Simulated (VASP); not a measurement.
Given:

```
CrO2
1.0
    4.48533     0.00000     0.00000
    0.00000     4.48533     0.00000
    0.00000     0.00000     2.94908
Cr O
2 4
Direct
  0.00000   0.00000   0.00000
  0.50000   0.50000   0.50000
  0.30384   0.30384   0.00000
  0.80384   0.19616   0.50000
  0.19616   0.80384   0.50000
  0.69616   0.69616   0.00000
```
Starting moments (μB, in the order of the record's atoms Cr Cr O O O O): 2.5 2.5 0.0 0.0 0.0 0.0.

Computed with RPBE GGA, VASP's PBE PAW potentials (set 64) (plane waves; VASP). Run with 520 eV cut-off, 6×6×9 Γ-centred mesh, first-order Methfessel-Paxton smearing of 0.10 eV, potentials Cr_pv O.

The moments were started parallel, and other spin orders were not tried in this run.

Task: What does the run give for the cell moment, energy per atom (σ→0), band gap (on the k-mesh) with the smallest direct gap where there is one?

Result: 
| Property | Result |
|---|---|
| band gap (on the k-mesh) | none (metal, semimetal or under 0.01 eV) |
| cell moment | 4.00 μB |
| energy per atom (σ→0) | -7.964 eV/atom |

Task: Give the moment on each site (PAW-sphere projection).

Result: 
| site | moment (μB) |
|---|---|
| Cr1 | 2.16 |
| Cr2 | 2.16 |
| O3 | -0.10 |
| O4 | -0.10 |
| O5 | -0.10 |
| O6 | -0.10 |

The compound is CrO2 in the rutile structure. It was relaxed first. The start is the result of an earlier pass.
